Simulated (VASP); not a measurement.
Output of a VASP run:

### OUTCAR
```
 ion  position               nearest neighbor table
   1  0.000  0.000  0.000-   2 2.12   2 2.12   2 2.12   2 2.12   2 2.12   2 2.12
   2  0.500  0.500  0.500-   1 2.12   1 2.12   1 2.12   1 2.12   1 2.12   1 2.12
  LATTYP: Found a face centered cubic cell.
 ALAT       =     4.2400000000
 Subroutine PRICEL returns:
 Original cell was already a primitive cell.
 Subroutine GETGRP returns: Found 48 space group operations
The static configuration has the point symmetry O_h .
The dynamic configuration has the point symmetry O_h .
 Subroutine INISYM returns: Found 48 space group operations
 Subroutine IBZKPT returns following result:
 Found    165 irreducible k-points:

 Following reciprocal coordinates:
            Coordinates               Weight
  0.000000  0.000000  0.000000      1.000000
  0.058824  0.000000  0.000000      8.000000
  0.117647  0.000000  0.000000      8.000000
  0.176471  0.000000  0.000000      8.000000
  0.235294  0.000000  0.000000      8.000000
  0.294118  0.000000  0.000000      8.000000
  0.352941  0.000000  0.000000      8.000000
  0.411765  0.000000  0.000000      8.000000
  0.470588  0.000000  0.000000      8.000000
  0.058824  0.058824  0.000000      6.000000
  0.117647  0.058824  0.000000     24.000000
  0.176471  0.058824  0.000000     24.000000
  0.235294  0.058824  0.000000     24.000000
  0.294118  0.058824  0.000000     24.000000
  0.352941  0.058824  0.000000     24.000000
  0.411765  0.058824  0.000000     24.000000
  0.470588  0.058824  0.000000     24.000000
 -0.470588  0.058824  0.000000     24.000000
 -0.411765  0.058824  0.000000     24.000000
 -0.352941  0.058824  0.000000     24.000000
 -0.294118  0.058824  0.000000     24.000000
 -0.235294  0.058824  0.000000     24.000000
 -0.176471  0.058824  0.000000     24.000000
 -0.117647  0.058824  0.000000     24.000000
 -0.058824  0.058824  0.000000     12.000000
  0.117647  0.117647  0.000000      6.000000
  0.176471  0.117647  0.000000     24.000000
  0.235294  0.117647  0.000000     24.000000
  0.294118  0.117647  0.000000     24.000000
  0.352941  0.117647  0.000000     24.000000
  0.411765  0.117647  0.000000     24.000000
  0.470588  0.117647  0.000000     24.000000
 -0.470588  0.117647  0.000000     24.000000
 -0.411765  0.117647  0.000000     24.000000
 -0.352941  0.117647  0.000000     24.000000
 -0.294118  0.117647  0.000000     24.000000
 -0.235294  0.117647  0.000000     24.000000
 -0.176471  0.117647  0.000000     24.000000
 -0.117647  0.117647  0.000000     12.000000
  0.176471  0.176471  0.000000      6.000000
   k-points           NKPTS =    165   k-points in BZ     NKDIM =    165   number of bands    NBANDS=     12
   number of dos      NEDOS =    301   number of ions     NIONS =      2
   total plane-waves  NPLWV =   4096
   dimension x,y,z NGX =    16 NGY =   16 NGZ =   16
   dimension x,y,z NGXF=    32 NGYF=   32 NGZF=   32
   ions per type =               1   1
   PREC   = normal    normal or accurate (medium, high low for compatibility)
   ISTART =      0    job   : 0-new  1-cont  2-samecut
   ICHARG =      2    charge: 1-file 2-atom 10-const
   ISPIN  =      1    spin polarized calculation?
   LNONCOLLINEAR =      F non collinear calculations
   LSORBIT =      F    spin-orbit coupling
   INIWAV =      1    electr: 0-lowe 1-rand  2-diag
   ENCUT  =  450.0 eV  33.07 Ry    5.75 a.u.   5.19  5.19  5.19*2*pi/ulx,y,z
   NELM   =    100;   NELMIN=  4; NELMDL= -5     # of ELM steps
   EDIFF  = 0.1E-04   stopping-criterion for ELM
   LREAL  =      F    real-space projection
   NLSPLINE    = F    spline interpolate recip. space projectors
   LMAXMIX     =    4 max onsite mixed and CHGCAR
   VOSKOWN=      0    Vosko Wilk Nusair interpolation
   EDIFFG = -.3E-01   stopping-criterion for IOM
   NSW    =     20    number of steps for IOM
   NBLOCK =      1;   KBLOCK =     20    inner block; outer block
   IBRION =      2    ionic relax: 0-MD 1-quasi-New 2-CG
...
```

### OSZICAR
```
       N       E                     dE             d eps       ncg     rms          rms(c)
DAV:   1     0.128580872290E+03    0.12858E+03   -0.83902E+03  3960   0.157E+03
DAV:   2    -0.231235221010E+02   -0.15170E+03   -0.14524E+03  4180   0.414E+02
DAV:   3    -0.352106848797E+02   -0.12087E+02   -0.11786E+02  4800   0.115E+02
DAV:   4    -0.358401592217E+02   -0.62947E+00   -0.62791E+00  5544   0.250E+01
DAV:   5    -0.358596605564E+02   -0.19501E-01   -0.19495E-01  5144   0.377E+00    0.193E+01
DAV:   6    -0.254015942260E+02    0.10458E+02   -0.26831E+01  5160   0.856E+01    0.454E+00
DAV:   7    -0.260419033156E+02   -0.64031E+00   -0.23968E+00  4660   0.211E+01    0.435E+00
DAV:   8    -0.259907750763E+02    0.51128E-01   -0.23038E-01  4496   0.607E+00    0.227E+00
DAV:   9    -0.259877788697E+02    0.29962E-02   -0.10987E-01  4708   0.353E+00    0.676E-01
DAV:  10    -0.259978218086E+02   -0.10043E-01   -0.63852E-02  4000   0.280E+00    0.304E-01
DAV:  11    -0.260087656470E+02   -0.10944E-01   -0.18944E-02  4120   0.165E+00    0.145E-01
DAV:  12    -0.260098421781E+02   -0.10765E-02   -0.72344E-03  6016   0.712E-01    0.118E-01
DAV:  13    -0.260096525807E+02    0.18960E-03   -0.20552E-04  4320   0.152E-01    0.841E-02
DAV:  14    -0.260096601373E+02   -0.75566E-05   -0.23274E-04  4180   0.167E-01    0.323E-02
DAV:  15    -0.260096119462E+02    0.48191E-04   -0.25215E-05  3864   0.541E-02    0.110E-02
DAV:  16    -0.260096199455E+02   -0.79994E-05   -0.72974E-06  2272   0.243E-02
   1 F= -.26009620E+02 E0= -.26009582E+02  d E =-.260096E+02
```

File OUTCAR:
```
------------------------ aborting loop because EDIFF is reached ----------------------------------------
  FORCE on cell =-STRESS in cart. coord.  units (eV):
  Direction    XX          YY          ZZ          XY          YZ          ZX
  --------------------------------------------------------------------------------------
  Total       -0.1674179     -0.1674179     -0.1674179      0.0000000      0.0000000      0.0000000
  in kB      -14.0758588    -14.0758588    -14.0758588      0.0000000      0.0000000      0.0000000
  external PRESSURE =     -14.0758588 kB  Pullay stress =       0.0000000 kB
  volume of cell :       19.06
      direct lattice vectors                 reciprocal lattice vectors
     0.000000000  2.120000000  2.120000000    -0.235849057  0.235849057  0.235849057
     2.120000000  0.000000000  2.120000000     0.235849057 -0.235849057  0.235849057
     2.120000000  2.120000000  0.000000000     0.235849057  0.235849057 -0.235849057
 POSITION                                       TOTAL-FORCE (eV/Angst)
 -----------------------------------------------------------------------------------
      0.00000      0.00000      0.00000         0.000000      0.000000      0.000000
      2.12000      2.12000      2.12000        -0.000000     -0.000000     -0.000000
 -----------------------------------------------------------------------------------
    total drift:                                0.000000     -0.000000      0.000000
  FREE ENERGIE OF THE ION-ELECTRON SYSTEM (eV)
  ---------------------------------------------------
  free  energy   TOTEN  =       -26.0096199455 eV

  energy  without entropy=      -26.0095074799  energy(sigma->0) =      -26.00958246

 reached required accuracy - stopping structural energy minimisation
```
(Selected blocks of OUTCAR.)

**POSCAR**
```
TiN
1
   -0.0000000000     2.1200000000     2.1200000000
    2.1200000000    -0.0000000000     2.1200000000
    2.1200000000     2.1200000000    -0.0000000000
Ti N
1 1
Direct
  0.0000000000   0.0000000000   0.0000000000
  0.5000000000   0.5000000000   0.5000000000
```

Problem. Reconstruct the remaining input files.

Solution. This is not unique; one that fits is the input of the run itself, r2SCAN meta-GGA, plane waves, VASP's PBE PAW potentials (set 64).

**INCAR**
```
SYSTEM = TiN
PREC = Normal
ENCUT = 450
EDIFF = 1E-5
NELM = 100
ALGO = Normal
LREAL = .FALSE.
LASPH = .TRUE.
ISMEAR = 1
SIGMA = 0.1
METAGGA = R2SCAN
LMIXTAU = .TRUE.
LMAXMIX = 4
LWAVE = .FALSE.
LCHARG = .FALSE.
NELMIN = 4
IBRION = 2
ISIF = 2
NSW = 20
EDIFFG = -0.03
```

**KPOINTS**
```
Automatic mesh
0
Gamma
17 17 17
0 0 0
```

POTCAR, in this order: Ti_sv N (PBE.64 set). Program: vasp_std.

At this cut-off the stress carries a Pulay error, which pulls relaxed volumes low.

The compound is TiN in the rock salt structure. The cell was not relaxed at this level. The electron count is odd and the run is not spin-polarised, which forces a metal.
